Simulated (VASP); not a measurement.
## SnGeSe₂ (space group Pmc2_1): computed properties

Level of theory: PBEsol GGA, VASP's PBE PAW potentials (set 64) (plane waves; VASP).

```
Property                                                                                            Value
---------------------------------------------  ----------------------------------------------------------
space group                                                                                   Pmc2_1 (26)
cell                                           a = 3.985 Å, b = 4.338 Å, c = 11.100 Å, α = β = γ = 90.00°
volume per atom                                                                             23.98 Å³/atom
band gap (over mesh and band path)                                                                0.43 eV
smallest direct gap (over mesh and band path)                                                     0.74 eV
density                                                                                        6.05 g/cm³
```

Space group Pmc2₁ (No. 26); a = 3.9848 Å, b = 4.3378 Å, c = 11.1000 Å, α = β = γ = 90.00°

```csv
atom,site,symmetry,x,y,z
Sn,2b,m..,0.5000,0.3461,0.3910
Ge,2a,m..,0.0000,0.1359,0.6230
Se,2a,m..,0.0000,0.2209,0.8480
Se,2b,m..,0.5000,0.2491,0.1380
```

Without a dispersion term in the relaxation, distances and binding between the weakly bound layers, chains or molecules are unreliable, and so is what depends on them. Unless said otherwise, spin-orbit coupling is left out, though it shifts the bands of the heavy elements here.

The structure comes from a computed database's SnGeSe2 entry (Pmc2_1); how it stands against other phases isn't given here. It was relaxed first, which changed the volume by -9 %. Symmetry was kept, so distortions that lower it aren't found.
